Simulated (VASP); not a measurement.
**SiGe (space group P6_3mc): computed properties**

All values below come from r2SCAN meta-GGA, VASP's PBE PAW potentials (set 64) (plane waves; VASP 6.6.1).

- space group = P6_3mc (186)
- cell = a = b = 3.903 Å, c = 6.444 Å, α = β = 90.00°, γ = 120.00°
- volume per atom = 21.26 Å³/atom
- band gap (over mesh and band path) = 0.66 eV
- smallest direct gap (over mesh and band path) = 0.77 eV
- band-edge character without spin-orbit coupling = indirect, Γ to M
- band gap with spin-orbit coupling = 0.59 eV
- density = 3.93 g/cm³

```xyz
4
Lattice="3.9031 0.0000 0.0000 -1.9516 3.3802 0.0000 0.0000 0.0000 6.4444" Properties=species:S:1:pos:R:3 pbc="T T T"
Si     1.9516     1.1267     5.6363
Si     0.0000     2.2535     2.4141
Ge     1.9516     1.1267     3.2247
Ge     0.0000     2.2535     0.0025
```

The structure comes from a computed database's SiGe entry (P6_3mc); how it stands against other phases isn't given here. It was relaxed first. Symmetry was kept, so distortions that lower it aren't found.
